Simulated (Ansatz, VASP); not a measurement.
# Hf (Hafnium) in two plane-wave programs, part 2 of 2

One calculation is typed for both programs; each brings its own data sets. How far apart do they land? The structure shown is the end of the Ansatz relaxation below.

VASP 6.6.1 and Ansatz 0.2.0.

So far. Step 3 (VASP: single point, LDA, pair 1): The run ends at a pressure of 5.70 GPa.

**6. VASP: single point, LDA, pair 2 (continued)**

Level of this step: LDA; plane waves and PAW (Hf_pv) (VASP).

Numbers of over 12 decimals in the logs are rounded to 6 here.

Parts of OUTCAR (step 6):

```text
  Total        1.6280604      1.6280604      0.0273058     -0.0000000      0.0000000      0.0000000
  in kB       64.8943712     64.8943712      1.0884058     -0.0000000      0.0000000      0.0000000
  external PRESSURE =      43.6257161 kB  Pullay stress =       0.0000000 kB

 POSITION                                       TOTAL-FORCE (eV/Angst)
 -----------------------------------------------------------------------------------
     -0.00000      1.74764      1.26637        -0.000000     -0.000000      0.000000
      1.51350      0.87382      3.79911         0.000000      0.000000      0.000000
 -----------------------------------------------------------------------------------
    total drift:                               -0.000000      0.000000     -0.000000

  FREE ENERGIE OF THE ION-ELECTRON SYSTEM (eV)
  ---------------------------------------------------
  free  energy   TOTEN  =       -21.3374442166 eV

  energy  without entropy=      -21.3380536685  energy(sigma->0) =      -21.33764737

[... 1 part as in an earlier step ...]

[... 2 further parts left out ...]
[key lines of the parts left out:]
E-fermi :   5.5640
```

The run ends at a pressure of 4.36 GPa.

**7. Differences**

What differs besides the data sets and the points named for the pairs above, as far as they apply: the data sets hold 52 valence electrons in Ansatz (on its PAW soft_1 files) and 20 in VASP. Total energies have different zeros and are not compared.

The two programs side by side:

| quantity | Ansatz | VASP | difference |
| --- | --- | --- | --- |
| pressure (GPa) | 4.26 | 4.36 | -0.10 |

**8. Ansatz: relaxation, LDA**

This run makes the geometry at which the two programs are then compared. The cell compared in this pair holds 40.65 Å³, against 40.20 Å³ for the pair before.

The structure compared here is the end of the Ansatz relaxation.

input.yaml reads:

```yaml
crystal:
  lattice:
    - [3.0582003978, 0.0, 0.0]
    - [-1.5291001989, 2.6484792344, 0.0]
    - [0.0, 0.0, 4.9777574259]
  atoms:
    - { symbol: Hf, position: [0.3333333333, 0.6666666667, 0.25] }
    - { symbol: Hf, position: [0.6666666667, 0.3333333333, 0.75] }
kpoints:
  mp_grid: { grid: [15, 15, 8] }
hamiltonian:
  xc: lda
  pseudopotentials: { kind: paw, azcp: { folder: soft_1 }, xc_functional: pbe }
scf:
  occupations: { method: methfessel_paxton, width: 0.2 }
output:
  forces: true
  stress: true
  eigenvalues: true
relax:
  adjacent_minimum: "off"
  f_tol: 0.001
  max_steps: 60
  cell: { stress_tol: 0.01, fix: [a, b, gamma] }
```

Run with:

```sh
$ ansatz run input.yaml --threads 4 --pin off --max-ram 10240MiB --backend cpu --events-out ev --progress --plain --runs-dir out
```

What it wrote:

```text
[...]
Crystal: 2 atoms, lattice volume = 40.318 Å³
Basis set: ecut = 420 eV, 785 PW (Γ)
Bands: 32, of which v1, the nominal top of the filled ones, is band 26 counted from 1 (25 counted from 0)
Symmetry: 24 space group operations
[...]
k-points: 135 of 1800
[...]
k-point 134: bands = [... 22 lower, 17.8783, 17.8783, 18.2913, 18.2913, 19.7845, 19.7845, 22.3351, 22.3351, ... 2 higher]
--- Relaxed structure (4 steps of the walk, 4 accepted, 1 SCFs on fresh bases) ---
[...]
cell:  # Å, volume = 40.6537 Å³
    - [3.058200, 0, 0.0]
    - [-1.529100, 2.648479, 0.0]
    - [0.0, 0.0, 5.019240]
  atoms:
    - { symbol: Hf, position: [0.333333, 0.666667, 0.25] }
    - { symbol: Hf, position: [0.666667, 0.333333, 0.75] }
[key lines of the parts left out:]
SCF converged after 7 iterations
Free energy (F): -30954.962827 eV
Fermi energy:    19.826100 eV
P = ⅓ Tr σ = 2.8733 GPa (28.733 kbar)
```

**9. VASP: single point, LDA, pair 3**

The same cell, functional (in two slightly different forms), mesh and smearing now go to VASP, with its own data sets.

INCAR reads:

```
SYSTEM = Hf
PREC = Accurate
ENCUT = 500
EDIFF = 1E-06
NELM = 120
ISMEAR = 1
SIGMA = 0.2
LREAL = .FALSE.
ALGO = Normal
GGA = CA
NBANDS = 16
LASPH = .TRUE.
LORBIT = 11
LWAVE = .FALSE.
LCHARG = .FALSE.
ISIF = 2
GGA_COMPAT = .FALSE.
KPAR = 2
```

POSCAR reads:

```
Hf
1.0
    3.0582003978      0.0000000000      0.0000000000
   -1.5291001989      2.6484792344      0.0000000000
    0.0000000000      0.0000000000      5.0192404711
Hf
2
Direct
    0.3333333333      0.6666666667      0.2500000000
    0.6666666667      0.3333333333      0.7500000000
```

KPOINTS reads:

```
Automatic mesh
0
Gamma
15 15 8
0 0 0
```

Potentials, in the order of the species: Hf_pv (LDA family, release 64).

Run with:

```sh
$ mpirun -np 2 vasp_std
```

What it wrote:

```text
[... set-up lines as in an earlier step ...]
 entering main loop
       N       E                     dE             d eps       ncg     rms          rms(c)
DAV:   1     0.454454785059E+02    0.45445E+02   -0.11410E+04  4376   0.117E+03
DAV:   2    -0.205885468085E+02   -0.66034E+02   -0.64610E+02  5808   0.248E+02
DAV:   3    -0.220258590159E+02   -0.14373E+01   -0.14305E+01  5696   0.255E+01
DAV:   4    -0.220353936782E+02   -0.95347E-02   -0.95334E-02  5352   0.253E+00
[...]
DAV:  10    -0.213655224125E+02    0.28570E-05   -0.36387E-05  5112   0.444E-02    0.177E-01
DAV:  11    -0.213655202137E+02    0.21988E-05   -0.33705E-06  5200   0.121E-02    0.126E-02
DAV:  12    -0.213655201695E+02    0.44206E-07   -0.27942E-07  2856   0.393E-03
   1 F= -.21365520E+02 E0= -.21365811E+02  d E =0.872597E-03
```

OUTCAR, selected parts (step 9):

```text
  Total        1.1185870      1.1185870      0.0216603     -0.0000000     -0.0000000      0.0000000
  in kB       44.0838840     44.0838840      0.8536400     -0.0000000     -0.0000000      0.0000000
  external PRESSURE =      29.6738027 kB  Pullay stress =       0.0000000 kB

 POSITION                                       TOTAL-FORCE (eV/Angst)
 -----------------------------------------------------------------------------------
     -0.00000      1.76565      1.25481         0.000000     -0.000000      0.000000
      1.52910      0.88283      3.76443        -0.000000      0.000000      0.000000
 -----------------------------------------------------------------------------------
    total drift:                               -0.000000      0.000000     -0.000000

  FREE ENERGIE OF THE ION-ELECTRON SYSTEM (eV)
  ---------------------------------------------------
  free  energy   TOTEN  =       -21.3655201695 eV

  energy  without entropy=      -21.3663927669  energy(sigma->0) =      -21.36581104

[... 1 part as in an earlier step ...]

[... 2 further parts left out ...]
[key lines of the parts left out:]
E-fermi :   5.4937
```

The run ends at a pressure of 2.97 GPa.

**10. Side by side**

What differs besides the data sets and the points named for the pairs above, as far as they apply: the data sets hold 52 valence electrons in Ansatz (on its PAW soft_1 files) and 20 in VASP. Total energies have different zeros and are not compared.

The two programs side by side:

| quantity | Ansatz | VASP | difference |
| --- | --- | --- | --- |
| pressure (GPa) | 2.87 | 2.97 | -0.09 |

**11. Outcome**

| Quantity | Value |
| --- | --- |
| difference in pressure (single point, LDA, pair 1) | -0.11 GPa |
| difference in pressure (single point, LDA, pair 2) | -0.10 GPa |
| difference in pressure (single point, LDA, pair 3) | -0.094 GPa |

**Reading.** The difference in pressure is -0.11 GPa (single point, LDA, pair 1), within the 1 GPa picked in this series as the mark of a large difference. The data sets hold unlike numbers of valence electrons (52 in Ansatz and 20 in VASP), so part of the differences comes from the potentials. 13 further runs of this series are not shown here. How closely two codes agree says nothing of how well the functional describes the real material.

[Lines on the potential files, build, host, timing and source positions are cut from VASP's logs without a mark.]

[Logs are printed without paths, hosts, clocks, repeated set-up lines and the standing remarks that a program may print on its own settings, such as how far it seeks lower states.]

[Hosts, paths, dates, database ids (printed as entryN), source tags and the programs' standing remarks are cut or masked in the printed files.]
